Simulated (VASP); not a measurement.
# LuTi (Pm-3m) in VASP: single point with r2SCAN

Aim: the single point of LuTi with r2SCAN.

Everything below comes from runs of VASP 6.6.1. Logs are shortened: lines on timing, memory, paths and dates and some standing lists are left out, and cuts for length are marked.

**1. The structure**

Symmetry: Pm-3m, No. 221, cubic system. The conventional cell has a = 3.610 Å, b = 3.610 Å, c = 3.610 Å, α = 90.00°, β = 90.00°, γ = 90.00°. Lu (site symmetry m-3m) has 8 Ti at 3.13 Å as nearest neighbours. Ti (site symmetry m-3m) is surrounded by 8 Lu at 3.13 Å.

The cell was built by a generator and needn't be a form met in nature.

**2. Single point, r2SCAN**

POSCAR

```
LuTi
1.0
    3.6104154100      0.0000000000      0.0000000000
    0.0000000000      3.6104154100      0.0000000000
    0.0000000000      0.0000000000      3.6104154100
Lu Ti
1 1
Direct
    0.0000000000      0.0000000000      0.0000000000
    0.5000000000      0.5000000000      0.5000000000
```

INCAR.step1

```
SYSTEM = LuTi
  PREC = Accurate
  ENCUT = 520
  ISMEAR = -1
  SIGMA = 0.1
  LREAL = .FALSE.
  LASPH = .TRUE.
  NELM = 100
  NBANDS = 26
  GGA = PE
  ALGO = Normal
  EDIFF = 1E-4
  LWAVE = .TRUE.
  LCHARG = .FALSE.
```

INCAR.step2

```
SYSTEM = LuTi
  PREC = Accurate
  ENCUT = 520
  EDIFF = 1E-6
  ISMEAR = -1
  SIGMA = 0.1
  LREAL = .FALSE.
  LASPH = .TRUE.
  NELM = 100
  ALGO = Normal
  ISIF = 2
  LWAVE = .FALSE.
  LCHARG = .FALSE.
  METAGGA = R2SCAN
  LMIXTAU = .TRUE.
  NBANDS = 26
  ISTART = 1
```

KPOINTS

```
Automatic mesh
0
G
  9 9 9
  0 0 0
```

Potentials or basis: VASP PAW PBE potentials, release 64 (Lu, Ti_sv).

Launch:

```console
> cat potpaw_PBE.64/Lu/POTCAR potpaw_PBE.64/Ti_sv/POTCAR > POTCAR
> cp INCAR.step1 INCAR
> mpirun -np 1 vasp_std > vasp.out
> cp INCAR.step2 INCAR
> mpirun -np 1 vasp_std > vasp.out
```

OUTCAR:

```text
SYSTEM = LuTi
   PREC = Accurate
   ENCUT = 520
   EDIFF = 1E-6
   ISMEAR = -1
   LREAL = .FALSE.
   LASPH = .TRUE.
   NELM = 100
   ISIF = 2
   METAGGA = R2SCAN
   ISTART = 1

 ion  position               nearest neighbor table
   1  0.000  0.000  0.000-   2 3.13   2 3.13   2 3.13   2 3.13   2 3.13   2 3.13   2 3.13   2 3.13

   2  0.500  0.500  0.500-   1 3.13   1 3.13   1 3.13   1 3.13   1 3.13   1 3.13   1 3.13   1 3.13

  LATTYP: Found a simple cubic cell.
 ALAT       =     3.6104154100

  Lattice vectors:

 A1 = (   3.6104154100,   0.0000000000,   0.0000000000)
 A2 = (   0.0000000000,   3.6104154100,   0.0000000000)
 A3 = (   0.0000000000,   0.0000000000,   3.6104154100)

Analysis of symmetry for initial positions (statically):
=====================================================================
 Subroutine PRICEL returns:
 Original cell was already a primitive cell.

 Routine SETGRP: Setting up the symmetry group for a
 simple cubic supercell.

 Subroutine GETGRP returns: Found 48 space group operations
 (whereof 48 operations were pure point group operations)
 out of a pool of 48 trial point group operations.

The static configuration has the point symmetry O_h .

Analysis of symmetry for dynamics (positions and initial velocities):
=====================================================================
 Subroutine PRICEL returns:
 Original cell was already a primitive cell.

 Routine SETGRP: Setting up the symmetry group for a
 simple cubic supercell.

 Subroutine GETGRP returns: Found 48 space group operations
 (whereof 48 operations were pure point group operations)
 out of a pool of 48 trial point group operations.

The dynamic configuration has the point symmetry O_h .

 Subroutine INISYM returns: Found 48 space group operations
 (whereof 48 operations are pure point group operations),
 and found     1 'primitive' translations

----------------------------------------------------------------------------------------

                                     Primitive cell

  volume of cell :      47.0621

  direct lattice vectors                    reciprocal lattice vectors
     3.610415410  0.000000000  0.000000000     0.276976438  0.000000000  0.000000000
     0.000000000  3.610415410  0.000000000     0.000000000  0.276976438  0.000000000
     0.000000000  0.000000000  3.610415410     0.000000000  0.000000000  0.276976438

  length of vectors
     3.610415410  3.610415410  3.610415410     0.276976438  0.276976438  0.276976438

  position of ions in fractional coordinates (direct lattice)
     0.000000000  0.000000000  0.000000000
     0.500000000  0.500000000  0.500000000

  ion indices of the primitive-cell ions
   primitive index   ion index
                 1           1
                 2           2

----------------------------------------------------------------------------------------

 KPOINTS: Automatic mesh

Automatic generation of k-mesh.
 Grid dimensions read from file:
 generate k-points for:    9    9    9

 Generating k-lattice:

  Cartesian coordinates                     Fractional coordinates (reciprocal lattice)
     0.030775160  0.000000000  0.000000000     0.111111111  0.000000000  0.000000000
     0.000000000  0.030775160  0.000000000     0.000000000  0.111111111  0.000000000
     0.000000000  0.000000000  0.030775160     0.000000000  0.000000000  0.111111111

  Length of vectors
     0.030775160  0.030775160  0.030775160

  Shift w.r.t. Gamma in fractional coordinates (k-lattice)
     0.000000000  0.000000000  0.000000000

 Subroutine IBZKPT returns following result:
 ===========================================

 Found     35 irreducible k-points:

 Following reciprocal coordinates:
            Coordinates               Weight
  0.000000  0.000000  0.000000      1.000000
  0.111111  0.000000  0.000000      6.000000
  0.222222  0.000000  0.000000      6.000000
  0.333333  0.000000  0.000000      6.000000
  0.444444  0.000000  0.000000      6.000000
  0.111111  0.111111  0.000000     12.000000
[... 16 lines left out ...]
  0.333333  0.333333  0.111111     24.000000
  0.444444  0.333333  0.111111     48.000000
 [... further k-points ...]
   k-points           NKPTS =     35   k-points in BZ     NKDIM =     35   number of bands    NBANDS=     26
   number of dos      NEDOS =    301   number of ions     NIONS =      2
   total plane-waves  NPLWV =  21952
   dimension x,y,z NGX =    28 NGY =   28 NGZ =   28
   dimension x,y,z NGXF=    56 NGYF=   56 NGZF=   56
   ions per type =               1   1
   NGX,Y,Z   is equivalent  to a cutoff of  12.89, 12.89, 12.89 a.u.
   NGXF,Y,Z  is equivalent  to a cutoff of  25.79, 25.79, 25.79 a.u.
 SYSTEM =  LuTi
   PREC   = accura    normal or accurate (medium, high low for compatibility)
   ISTART =      1    job   : 0-new  1-cont  2-samecut
   ICHARG =      0    charge: 1-file 2-atom 10-const
   ISPIN  =      1    spin polarized calculation?
   LNONCOLLINEAR =      F non collinear calculations
   LSORBIT =      F    spin-orbit coupling
   LASPH  =      T    aspherical Exc in radial PAW
   ENCUT  =  520.0 eV  38.22 Ry    6.18 a.u.   6.71  6.71  6.71*2*pi/ulx,y,z
   NELM   =    100;   NELMIN=  2; NELMDL=  0     # of ELM steps
   EDIFF  = 0.1E-05   stopping-criterion for ELM
   LREAL  =      F    real-space projection
   EDIFFG = 0.1E-04   stopping-criterion for IOM
   NSW    =      0    number of steps for IOM
   IBRION =     -1    ionic relax: 0-MD 1-quasi-New 2-CG
   NFREE  =      0    steps in history (QN), initial steepest desc. (CG)
   ISIF   =      2    stress and relaxation
   ISYM   =      2    0-nonsym 1-usesym 2-fastsym
   POTIM  = 0.5000    time-step for ionic-motion
   TEBEG  =    0.0;   TEEND  =   0.0 temperature during run
   PSTRESS=    0.0 pullay stress
   NELECT =      37.0000    total number of electrons
   NUPDOWN=      -1.0000    fix difference up-down
   EMIN   =  10.00;   EMAX   =-10.00  energy-range for DOS
   EFERMI =   0.00;   METHOD = LEGACY
   ISMEAR =    -1;   SIGMA  =   0.10  broadening in eV -4-tet -1-fermi 0-gaus
   EFERMI_NEDOS =   21; number of points for ismear=-14 and -15
   IALGO  =     38    algorithm
   IMIX   =      4    mixing-type and parameters
     AMIX     =   0.40;   BMIX     =  1.00
     AMIX_MAG =   1.60;   BMIX_MAG =  1.00
  volume/ion in A,a.u.               =      23.53       158.80
  Fermi-wavevector in a.u.,A,eV,Ry     =   1.510955  2.855291 31.061902  2.282985
  Thomas-Fermi vector in A             =   2.621076
   LORBIT       =      0    0 simple, 1 ext, 2 COOP (PROOUT), +10 PAW based schemes
   METAGGA = R2SCAN    functional components
   LHFCALC =     F    Hartree Fock is set to
   AEXX    =    0.0000 exact exchange contribution
   IVDW    =     0    specifies the selected vdW correction
   LEPSILON=     F    determine dielectric tensor
   LRPA    =     F    only Hartree local field effects (RPA)
 non-spin polarized calculation
  energy-cutoff  :      520.00
  volume of cell :       47.06
 maximum number of plane-waves:      1309
 NGX is ok and might be reduce to    28
   NGX = 13   NGY = 13   NGZ = 13

 number of electron      37.0000014 magnetization

 Free energy of the ion-electron system (eV)
  ---------------------------------------------------
  ext. energy  EPLUGINS =         0.00000000
  ---------------------------------------------------
  free energy    TOTEN  =       -50.36605318 eV

  energy without entropy =      -50.20785245  energy(sigma->0) =      -50.28695282

 E-fermi :   4.2977     XC(G=0): -11.8551

 val. band max:        4.2844822706   @ k =   0.4444   0.4444   0.1111
 cond. band min:       4.3015020078   @ k =   0.3333   0.3333   0.2222
 fundamental gap:      0.0170197372
 Fermi energy:         4.2977166215

 k-point     1 :       0.0000    0.0000    0.0000
  band No.  band energies     occupation
      1     -55.1446      2.00000
      2     -53.1255      2.00000
      3     -30.3266      2.00000
      4     -30.3266      2.00000
      5     -30.3266      2.00000
      6     -23.0661      2.00000
[... 18 lines left out ...]
     25      10.5343      0.00000
     26      10.5343      0.00000

 k-point     2 :       0.1111    0.0000    0.0000
  band No.  band energies     occupation
      1     -55.1441      2.00000
      2     -53.1250      2.00000
      3     -30.3314      2.00000
      4     -30.3259      2.00000
      5     -30.3259      2.00000
      6     -23.0896      2.00000
[... 18 lines left out ...]
     25       9.5210      0.00000
     26      10.4527      0.00000

 k-point     3 :       0.2222    0.0000    0.0000
  band No.  band energies     occupation
      1     -55.1430      2.00000
      2     -53.1236      2.00000
      3     -30.3435      2.00000
      4     -30.3242      2.00000
      5     -30.3242      2.00000
      6     -23.1486      2.00000
[... 18 lines left out ...]
     25       8.4335      0.00000
     26      10.1834      0.00000

 k-point     4 :       0.3333    0.0000    0.0000
  band No.  band energies     occupation
      1     -55.1417      2.00000
      2     -53.1221      2.00000
      3     -30.3572      2.00000
      4     -30.3221      2.00000
      5     -30.3221      2.00000
      6     -23.2148      2.00000
[... 18 lines left out ...]
     25       7.6346      0.00000
     26       9.9784      0.00000
[... 496 lines left out ...]
      1     -55.1394      2.00000
      2     -53.1179      2.00000
      3     -30.3664      2.00000
      4     -30.3401      2.00000
      5     -30.3245      2.00000
      6     -23.2400      2.00000
[... 18 lines left out ...]
     25       8.7942      0.00000
     26       9.8739      0.00000

 k-point    23 :       0.3333    0.3333    0.1111
  band No.  band energies     occupation
      1     -55.1392      2.00000
      2     -53.1171      2.00000
      3     -30.3574      2.00000
      4     -30.3553      2.00000
      5     -30.3241      2.00000
      6     -23.1949      2.00000
[... 18 lines left out ...]
     25       9.0040      0.00000
     26       9.7326      0.00000

 k-point    24 :       0.4444    0.3333    0.1111
  band No.  band energies     occupation
      1     -55.1385      2.00000
      2     -53.1159      2.00000
      3     -30.3665      2.00000
      4     -30.3561      2.00000
      5     -30.3230      2.00000
      6     -23.2290      2.00000
[... 18 lines left out ...]
     25       9.5510      0.00000
     26       9.9623      0.00000

 [... further k-points ...]
[... 5 lines left out ...]
  --------------------------------------------------------------------------------------
  -------------------------------------------------------------------------------------
  Total       -0.5306846     -0.5306846     -0.5306846     -0.0000000     -0.0000000      0.0000000
  in kB      -18.0665622    -18.0665622    -18.0665622     -0.0000000     -0.0000000      0.0000000
  external PRESSURE =     -18.0665622 kB  Pullay stress =       0.0000000 kB

 VOLUME and BASIS-vectors are now :
 -----------------------------------------------------------------------------
  energy-cutoff  :      520.00
  volume of cell :       47.06
      direct lattice vectors                 reciprocal lattice vectors
     3.610415410  0.000000000  0.000000000     0.276976438  0.000000000  0.000000000
     0.000000000  3.610415410  0.000000000     0.000000000  0.276976438  0.000000000
     0.000000000  0.000000000  3.610415410     0.000000000  0.000000000  0.276976438

 POSITION                                       TOTAL-FORCE (eV/Angst)
 -----------------------------------------------------------------------------------
      0.00000      0.00000      0.00000         0.000000      0.000000      0.000000
      1.80521      1.80521      1.80521         0.000000      0.000000      0.000000
 -----------------------------------------------------------------------------------
    total drift:                               -0.000000      0.000000      0.000000

  FREE ENERGIE OF THE ION-ELECTRON SYSTEM (eV)
  ---------------------------------------------------
  free  energy   TOTEN  =       -50.3660531837 eV

  energy  without entropy=      -50.2078524506  energy(sigma->0) =      -50.28695282
```

It took 89 s on 1 thread of Intel Xeon Platinum 8488C (Sapphire Rapids), shared host; peak memory 0.21 GiB.

What came out:

- Free energy: -50.3661 eV
- Pressure: -1.8 GPa
- Band gap on the k mesh: none (metal or under the smearing width)

Levels at points of the mesh, in eV from the Fermi level:
```tsv
k point	band 16	band 17	band 18	band 19	band 20	band 21
(0.00, 0.00, 0.00)	-4.69	-1.83	-1.83	1.20	1.20	1.20
```

Caveat: the PAW data sets were made with another functional, which shifts forces and pressure a little. The run has no spin-orbit coupling, so splittings on Lu are missing.
